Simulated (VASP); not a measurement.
Consider the following.

```
CELL_PARAMETERS angstrom
      1.72946    -2.99551     0.00000
      1.72946     2.99551     0.00000
      0.00000     0.00000     5.38365
ATOMIC_POSITIONS crystal
  Lu 0.33333 0.66667 0.25000
  Lu 0.66667 0.33333 0.75000
```

All values below come from vdW-DF-cx, VASP's PBE PAW potentials (set 64) (plane waves; VASP). Run with 520 eV cut-off, 14×14×8 Γ-centred mesh, tetrahedra with Blöchl corrections, potentials Lu_3.

Question: What does the run give for the energy per atom (σ→0), band gap (on the k-mesh) with the smallest direct gap where there is one?

Answer: 
The band gap (on the k-mesh) is none (metal, semimetal or under 0.01 eV) and the energy per atom (σ→0) is -2.132 eV/atom.

Only differences to runs with the same potentials and settings are physical.

The compound is Lu in the hcp structure. It was relaxed first, which changed the volume by -5 %.
